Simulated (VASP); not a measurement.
VASP runs on ZnSnN₂ (space group Pna2_1) share one base input (PBE GGA, plane waves, VASP's PBE PAW potentials (set 64)) and change the settings named in each case.

File KPOINTS:
```
Automatic mesh
0
Gamma
3 3 3
0 0 0
```

File POSCAR:
```
ZnSnN2
1
    5.7125970000     0.0000000000     0.0000000000
    0.0000000000     6.5744040000     0.0000000000
    0.0000000000     0.0000000000     5.3479500000
Zn Sn N
4 4 8
Direct
  0.5830600000   0.8749500000   0.9988100000
  0.4169400000   0.1250500000   0.4988100000
  0.9169400000   0.3749500000   0.4988100000
  0.0830600000   0.6250500000   0.9988100000
  0.5884000000   0.3750600000   0.9992700000
  0.4116000000   0.6249400000   0.4992700000
  0.9116000000   0.8750600000   0.4992700000
  0.0884000000   0.1249400000   0.9992700000
  0.5824000000   0.3743700000   0.3783500000
  0.4176000000   0.6256300000   0.8783500000
  0.9176000000   0.8743700000   0.8783500000
  0.0824000000   0.1256300000   0.3783500000
  0.5797200000   0.8757900000   0.3735600000
  0.4202800000   0.1242100000   0.8735600000
  0.9202800000   0.3757900000   0.8735600000
  0.0797200000   0.6242100000   0.3735600000
```

INCAR:
```
SYSTEM = ZnSnN2
PREC = Accurate
ENCUT = 400
EDIFF = 1E-6
NELM = 100
ALGO = Normal
LREAL = Auto
LASPH = .TRUE.
ISMEAR = 1
SIGMA = 0.2
GGA = PE
LMAXMIX = 4
LWAVE = .FALSE.
LCHARG = .FALSE.
ISIF = 2
```

POTCAR, in this order: Zn Sn_d N (PBE.64 set). Program: vasp_std.

| change | E(σ→0) (eV/atom) | pressure (GPa) | largest force (eV/Å) | −TS (eV) |
|---|---|---|---|---|
| base run | -5.2860 | 15.25 | 0.442 | 0.0052 |
| ISMEAR = 0, SIGMA = 0.3 | -5.2858 | 15.31 | 0.450 | -0.0125 |
| SIGMA = 0.3 | -5.2860 | 15.24 | 0.442 | 0.0183 |
| ISMEAR = -5, SIGMA removed | -5.2860 | 15.26 | 0.442 | 0.0000 |
| IVDW = 10 | -5.6476 | 13.13 | 0.461 | 0.0052 |
| GGA removed, IVDW = 10, LMIXTAU = .TRUE., METAGGA = R2SCAN (refused) | - | - | - | - |
| IVDW = 11 | -5.5169 | 13.10 | 0.433 | 0.0052 |
| GGA = RE, IVDW = 11 | -5.3497 | [?] | [?] | [?] |
| IVDW = 12 | -5.5847 | 11.32 | 0.444 | 0.0052 |
| IVDW = 13 | -5.6255 | [?] | [?] | 0.0052 |

Question: Complete the blanks.

Answer: 
- GGA = RE, IVDW = 11, pressure (GPa): 14.27
- GGA = RE, IVDW = 11, largest force (eV/Å): 0.409
- GGA = RE, IVDW = 11, −TS (eV): 0.0051
- IVDW = 13, pressure (GPa): 10.68
- IVDW = 13, largest force (eV/Å): 0.451

Energies of different potentials or functionals have different zeros.  Unless said otherwise, spin-orbit coupling is left out, though it shifts the bands of the heavy elements here. At 400 eV the pressure can carry a Pulay error.

Left out are runs that ran out of time, are held back, or changed the cell or the kind of run, fixed moments of cells without a moment, rows past the twelfth, gaps on odd meshes, pressures of charged cells and columns that move by less than the noise.

The structure comes from a computed database's ZnSnN2 entry; how it stands against other phases isn't given here. The cell was not relaxed at this level, forces remain on its atoms, its lattice was scaled by up to 2.5 %.
